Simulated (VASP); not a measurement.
Calculation: PBE GGA with D3 dispersion (Becke-Johnson damping), VASP's PBE PAW potentials (set 64) (plane waves; VASP 6.6.1).

The input files of a VASP run:

### POSCAR
```
MgI2
1
    4.1204867967     0.0000000000     0.0000000000
   -2.0602433984     3.5684458252     0.0000000000
    0.0000000000     0.0000000000     6.8659428858
Mg I
1 2
Direct
  0.0000000000   0.0000000000   0.0000000000
  0.3333330000   0.6666670000   0.2420000000
  0.6666670000   0.3333330000   0.7580000000
```

### INCAR
```
NELMIN = 4
LASPH = T   ! aspherical one-centre terms
EDIFF = 1E-5   ! SCF stop (eV)
ISMEAR = 0   ! Gaussian
IVDW = 12   ! D3, Becke-Johnson
ALGO = Fast   ! Davidson, then RMM-DIIS
SYSTEM = MgI2
IBRION = 2
ENCUT = 400
LCHARG = F
PREC = Normal
LREAL = F   ! projection in real space or not
LMAXMIX = 4   ! l cut-off of mixed one-centre charges
GGA = PE   ! PBE
NELM = 100
NSW = 20
EDIFFG = -0.03
LWAVE = F
SIGMA = 0.05   ! width (eV)
ISIF = 2
```

### KPOINTS
```
kpoints
0
Gamma
 8 8 5
0 0 0
```

POTCAR, in this order: Mg I (PBE.64 set). Program: vasp_std.

Problem. What does the run give for the energy per atom (σ→0), dispersion energy?

Solution. 
| Quantity | Result |
|---|---|
| energy per atom (σ→0) | -277.5 kJ/mol of atoms |
| dispersion energy | -0.943 eV |

### OSZICAR
```
...
   2 F= -.86261375E+01 E0= -.86261375E+01  d E =-.799658E-03
       N       E                     dE             d eps       ncg     rms          rms(c)
DAV:   1    -0.768282477023E+01   -0.71361E-04   -0.23122E-01  1028   0.284E+00    0.204E-01
RMM:   2    -0.768355488451E+01   -0.73011E-03   -0.83320E-03   960   0.662E-01    0.481E-02
RMM:   3    -0.768361387207E+01   -0.58988E-04   -0.77512E-04   960   0.266E-01    0.591E-02
RMM:   4    -0.768361641240E+01   -0.25403E-05   -0.15468E-04   964   0.124E-01    0.312E-02
RMM:   5    -0.768361794699E+01   -0.15346E-05   -0.32521E-05   761   0.583E-02
   3 F= -.86270023E+01 E0= -.86270023E+01  d E =-.166444E-02
```

The compound is MgI2 in the 1T layered structure. This run relaxes the ions in a fixed cell. Symmetry was kept, so distortions that lower it aren't found.
